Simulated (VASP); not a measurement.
# InSe: how cutoff and mesh change the relaxed cell, part 2 of 2

How far does the relaxed cell of InSe depend on cutoff and k mesh? The starting structure is a computed structure from the Materials Project. The first relaxation on each setting starts from this cell expanded by 3 % in volume.

VASP 6.6.1.

Results so far: reference 29.56 Å³ an atom; a cutoff of 240 eV 28.99 Å³ an atom; a 4×4×1 mesh 29.88 Å³ an atom.

## (5) Relaxation with a cutoff of 600 eV

Level of this step: PBEsol; plane waves and PAW (In_d, Se) (VASP).

Against step 2 the input has ENCUT = 600. This run starts from the cell of an earlier relaxation, which isn't shown; the restart sets up the plane waves anew.

File INCAR:

```
SYSTEM = InSe
PREC = Accurate
ENCUT = 600
EDIFF = 1E-06
NELM = 100
ISMEAR = 0
SIGMA = 0.03
LREAL = .FALSE.
ALGO = Normal
GGA = PS
NBANDS = 47
LORBIT = 11
LWAVE = .FALSE.
LCHARG = .FALSE.
KPAR = 8
IBRION = 2
NSW = 50
ISIF = 3
EDIFFG = -0.006
```

File POSCAR:

```
InSe
1.0
    4.0104642264      0.0000000000      0.0000000000
   -2.0052321131      3.4731639010      0.0000000000
    0.0000000000      0.0000000000     17.0009932843
In Se
4 4
Direct
    0.3333333333      0.6666666667      0.1683308975
    0.6666666667      0.3333333333      0.6683308975
    0.6666666667      0.3333333333      0.8316691025
    0.3333333333      0.6666666667      0.3316691025
    0.3333333333      0.6666666667      0.9068974651
    0.6666666667      0.3333333333      0.4068974651
    0.6666666667      0.3333333333      0.0931025349
    0.3333333333      0.6666666667      0.5931025349
```

File KPOINTS:

```
Automatic mesh
0
Gamma
6 6 2
0 0 0
```

The projector-augmented-wave data sets are In_d and Se (PBE family, release 64).

Run with:

```bash
$ mpirun -np 8 vasp_std
```

What it wrote:

```text
[... set-up lines as in an earlier step ...]
 entering main loop
       N       E                     dE             d eps       ncg     rms          rms(c)
DAV:   1     0.813479656130E+03    0.81348E+03   -0.36723E+04  1316   0.198E+03
DAV:   2     0.954483477840E+02   -0.71803E+03   -0.69869E+03  1316   0.499E+02
DAV:   3    -0.236581945210E+02   -0.11911E+03   -0.11529E+03  1584   0.205E+02
DAV:   4    -0.318238538598E+02   -0.81657E+01   -0.81071E+01  1576   0.517E+01
[...]
DAV:  12    -0.311771839903E+02    0.59145E-05   -0.66245E-05  2170   0.550E-02    0.309E-02
DAV:  13    -0.311771908034E+02   -0.68131E-05   -0.14435E-05  1553   0.198E-02    0.553E-03
DAV:  14    -0.311771909836E+02   -0.18016E-06   -0.18928E-06  1035   0.176E-02
   1 F= -.31177191E+02 E0= -.31177191E+02  d E =-.311772E+02
[...]
reached required accuracy - stopping structural energy minimisation
```

It took 35 s on 8 MPI ranks of AMD EPYC 7R13 (Zen 3), shared host; peak memory 3.6 GiB; 4.5 min of CPU time.

OUTCAR, selected parts (step 5):

```text
  Total       -0.0224516     -0.0224516     -0.0123139     -0.0000000      0.0000000      0.0000000
  in kB       -0.1519022     -0.1519022     -0.0833126     -0.0000000      0.0000000      0.0000000
  external PRESSURE =      -0.1290390 kB  Pullay stress =       0.0000000 kB

 POSITION                                       TOTAL-FORCE (eV/Angst)
 -----------------------------------------------------------------------------------
     -0.00000      2.31544      2.86179         0.000000     -0.000000     -0.000216
      2.00523      1.15772     11.36229        -0.000000      0.000000     -0.000216
      2.00523      1.15772     14.13920         0.000000      0.000000      0.000216
     -0.00000      2.31544      5.63870         0.000000     -0.000000      0.000216
     -0.00000      2.31544     15.41816         0.000000      0.000000      0.002309
      2.00523      1.15772      6.91766        -0.000000      0.000000      0.002309
      2.00523      1.15772      1.58284        -0.000000     -0.000000     -0.002309
     -0.00000      2.31544     10.08333         0.000000      0.000000     -0.002309
 -----------------------------------------------------------------------------------
    total drift:                                0.000000     -0.000000      0.000000

  FREE ENERGIE OF THE ION-ELECTRON SYSTEM (eV)
  ---------------------------------------------------
  free  energy   TOTEN  =       -31.1771909836 eV

  energy  without entropy=      -31.1771909836  energy(sigma->0) =      -31.17719098

[... 2 parts as in an earlier step ...]

[... 2 further parts left out ...]
[key lines of the parts left out:]
E-fermi :   3.9227
```

With a cutoff of 600 eV the cell ends at 29.601 Å³ an atom, +0.14 % from the reference.

## (6) Relaxation with a 9×9×2 mesh

Against step 2 the input has a 9×9×2 mesh. This run starts from the cell of an earlier relaxation, which isn't shown; the restart sets up the plane waves anew.

INCAR, as its differences from that of step 5:

```diff
@@ -2,3 +2,3 @@
 PREC = Accurate
-ENCUT = 600
+ENCUT = 450
 EDIFF = 1E-06
```

File POSCAR:

```
InSe
1.0
    4.0080680494      0.0000000000      0.0000000000
   -2.0040340246      3.4710887509      0.0000000000
    0.0000000000      0.0000000000     16.9920849335
In Se
4 4
Direct
    0.3333333333      0.6666666667      0.1682863814
    0.6666666667      0.3333333333      0.6682863814
    0.6666666667      0.3333333333      0.8317136186
    0.3333333333      0.6666666667      0.3317136186
    0.3333333333      0.6666666667      0.9070647814
    0.6666666667      0.3333333333      0.4070647814
    0.6666666667      0.3333333333      0.0929352186
    0.3333333333      0.6666666667      0.5929352186
```

File KPOINTS:

```
Automatic mesh
0
Gamma
9 9 2
0 0 0
```

Run with:

```bash
$ mpirun -np 8 vasp_std
```

What it wrote:

```text
[... set-up lines as in an earlier step ...]
 entering main loop
       N       E                     dE             d eps       ncg     rms          rms(c)
DAV:   1     0.742528494035E+03    0.74253E+03   -0.31428E+04  2264   0.163E+03
DAV:   2     0.799600043198E+02   -0.66257E+03   -0.64361E+03  2271   0.438E+02
DAV:   3    -0.252088441436E+02   -0.10517E+03   -0.10169E+03  2740   0.188E+02
DAV:   4    -0.318700886477E+02   -0.66612E+01   -0.66128E+01  2689   0.471E+01
[...]
DAV:  12    -0.311885560542E+02    0.13320E-04   -0.73577E-05  3378   0.682E-02    0.299E-02
DAV:  13    -0.311885640485E+02   -0.79943E-05   -0.18295E-05  2876   0.215E-02    0.105E-02
DAV:  14    -0.311885639594E+02    0.89081E-07   -0.34081E-06  2096   0.227E-02
   1 F= -.31188564E+02 E0= -.31188564E+02  d E =-.311886E+02
[...]
reached required accuracy - stopping structural energy minimisation
```

Elapsed: 31 s, on 8 MPI ranks; peak memory 3.2 GiB; 4 min of CPU time.

Parts of OUTCAR (step 6):

```text
  Total       -0.0138417     -0.0138417      0.0078665     -0.0000000      0.0000000      0.0000000
  in kB       -0.0938104     -0.0938104      0.0533144     -0.0000000      0.0000000      0.0000000
  external PRESSURE =      -0.0447688 kB  Pullay stress =       0.0000000 kB

 POSITION                                       TOTAL-FORCE (eV/Angst)
 -----------------------------------------------------------------------------------
     -0.00000      2.31406      2.85954         0.000000      0.000000      0.000994
      2.00403      1.15703     11.35558         0.000000     -0.000000      0.000994
      2.00403      1.15703     14.13255        -0.000000      0.000000     -0.000994
     -0.00000      2.31406      5.63651         0.000000      0.000000     -0.000994
     -0.00000      2.31406     15.41292        -0.000000      0.000000      0.001834
      2.00403      1.15703      6.91688        -0.000000     -0.000000      0.001834
      2.00403      1.15703      1.57916        -0.000000     -0.000000     -0.001834
     -0.00000      2.31406     10.07521        -0.000000      0.000000     -0.001834
 -----------------------------------------------------------------------------------
    total drift:                               -0.000000      0.000000     -0.000000

  FREE ENERGIE OF THE ION-ELECTRON SYSTEM (eV)
  ---------------------------------------------------
  free  energy   TOTEN  =       -31.1885639594 eV

  energy  without entropy=      -31.1885639594  energy(sigma->0) =      -31.18856396

[... 1 part as in an earlier step ...]

[... 3 further parts left out ...]
[key lines of the parts left out:]
E-fermi :   3.9425
```

With a 9×9×2 mesh the cell ends at 29.550 Å³ an atom, -0.03 % from the reference.

## (7) The runs compared

| run | volume (Å³/atom) | change (%) | pressure left (GPa) | core minutes |
| --- | --- | --- | --- | --- |
| reference | 29.558 | - | -0.01 | 56.7 |
| a cutoff of 240 eV | 28.988 | -1.93 | -0.01 | 29.1 |
| a 4×4×1 mesh | 29.881 | 1.09 | 0.0 | 10.5 |
| a cutoff of 600 eV | 29.601 | 0.14 | -0.01 | 90.1 |
| a 9×9×2 mesh | 29.55 | -0.03 | 0.0 | 53.6 |

Core minutes are wall time times ranks, summed over the relaxations behind a row (those for a bulk modulus apart), on shared hosts.

## (8) Summary of results

```json
{"volume of the reference": "29.56 Å³/atom", "volume against the reference, a cutoff of 240 eV": "-1.93 %", "volume against the reference, a 4×4×1 mesh": "+1.09 %", "volume against the reference, a cutoff of 600 eV": "+0.14 %", "volume against the reference, a 9×9×2 mesh": "-0.03 %"}
```

In words: The volume moves most with a cutoff of 240 eV: -1.93 %, a by -0.4 % and c by -1.2 % against the reference (450 eV, 6×6×2 mesh). On finer settings it changes by +0.14 % with a cutoff of 600 eV and -0.03 % with a 9×9×2 mesh, not denser along every axis. The bonds form layers, and no dispersion term is on, so the spacing between them is unreliable throughout. A cell that shrinks at the lower cutoff is the usual mark of Pulay stress, the error that a plane-wave basis makes when it is kept while the volume changes. Further runs on this material are not shown.

[Lines on the potential files, build, host, timing and source positions are cut from VASP's logs without a mark.]

[Logs are printed without paths, hosts, clocks, repeated set-up lines and the standing remarks that a program may print on its own settings, such as how far it seeks lower states.]

[Hosts, paths, dates, database ids (printed as entryN), source tags and the programs' standing remarks are cut or masked in the printed files.]
